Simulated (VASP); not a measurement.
Given:

```xyz
3
Lattice="2.1825 -3.7801 0.0000 2.1825 3.7801 0.0000 0.0000 0.0000 4.9673" Properties=species:S:1:pos:R:3 pbc="T T T"
Se     0.4836     0.8377     3.3116
Se     3.3977     0.0000     0.0000
Se     0.4836    -0.8377     1.6558
```

These are SCAN meta-GGA, VASP's PBE PAW potentials (set 64) (plane waves; VASP) values and carry that method's errors. Numerical set-up: 520 eV cut-off, 6×6×5 Γ-centred mesh, Gaussian smearing of 0.050 eV, potentials Se.

Question: The ions and cell shape at fixed volume are relaxed. Predict the relaxed structure.

Answer: 
```xyz
3
Lattice="2.1721 -3.7623 0.0000 2.1721 3.7623 0.0000 0.0000 0.0000 5.0146" Properties=species:S:1:pos:R:3 pbc="T T T"
Se     2.6620    -2.9138     3.3431
Se     3.3646     0.0000     0.0000
Se     2.6620     2.9138     1.6715
```
Space group P3_121 (152), at a tolerance of 0.03 Å.

Question: How much energy does the relaxation gain?

Answer: The energy (σ→0) changes by -3.3 meV/atom, in 7 ionic steps.

```
step  E(σ→0) (eV)  max force (eV/Å)  pressure (GPa)  volume (Å³)
----  -----------  ----------------  --------------  -----------
1        -60.2368             0.319            1.80        81.96
2        -60.2462             0.033            0.72        81.96
3        -60.2464             0.012            0.54        81.96
4        -60.2464             0.018            0.52        81.96
5        -60.2466             0.013            0.50        81.96
6        -60.2466             0.001            0.43        81.96
7        -60.2467             0.005            0.46        81.96
```

The compound is Se in the trig structure. This cell is one point of a volume scan, at 0.97 of the reference volume. Symmetry was kept, so distortions that lower it aren't found.
